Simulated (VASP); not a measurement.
Wanted: the native input for a VASP 6.6.1 run.

| Quantity | Value |
| --- | --- |
| Task | single point |
| Functional | LDA |
| Potentials or basis | VASP PAW LDA potentials, release 64 (Te, Mo_sv) |
| Cutoff | 520 eV |
| k mesh | 9 × 9 × 2 |
| Occupations | gaussian, width 0.05 eV |
| Spin | no spin polarisation |
| Dipole correction | no |
| Further INCAR settings | ALGO = Normal; EDIFF = 1e-07; NBANDS = 20 |

The structure of Te2Mo lies in POSCAR:

```
Te2Mo
1.0
    3.5602328140      0.0000000000      0.0000000000
   -1.7801164070      3.0832520603      0.0000000000
    0.0000000000      0.0000000000     17.1735766636
Te Mo
2 1
Direct
    0.3333333333      0.6666666667      0.8978554500
    0.3333333333      0.6666666667      0.1021445500
    0.0000000000      0.0000000000      0.0000000000
```

The cell isn't the ideal one: strain -0.0200 x Voigt [0, 0, 1, 0, 0, 0], atoms carried along.

These files were run (other wordings do the same):

INCAR

```
PREC = Accurate
ENCUT = 520
EDIFF = 1E-7
ISMEAR = 0
SIGMA = 0.05
LREAL = F
LASPH = T
NELM = 100
ALGO = Normal
ISIF = 2
LWAVE = F
LCHARG = F
NBANDS = 20
```

KPOINTS

```
Automatic mesh
0
Gamma
  9 9 2
```

Potentials or basis: VASP PAW LDA potentials, release 64 (Te, Mo_sv).

Run with:

```bash
$ cat potpaw_LDA.64/Te/POTCAR potpaw_LDA.64/Mo_sv/POTCAR > POTCAR
$ mpirun -np 1 vasp_std > vasp.out
```

It gave:

| Quantity | Value |
| --- | --- |
| Largest force | 0.137 eV/Å |
| Band gap on the k mesh | 1.00 eV, direct |

Caveat: spin-orbit coupling is left out, which moves the levels of the heavy elements.

Wall time 77 s on 1 thread of Intel(R) Xeon(R) Platinum 8559C (Emerald Rapids), with other jobs on the host, peak memory 0.28 GiB.
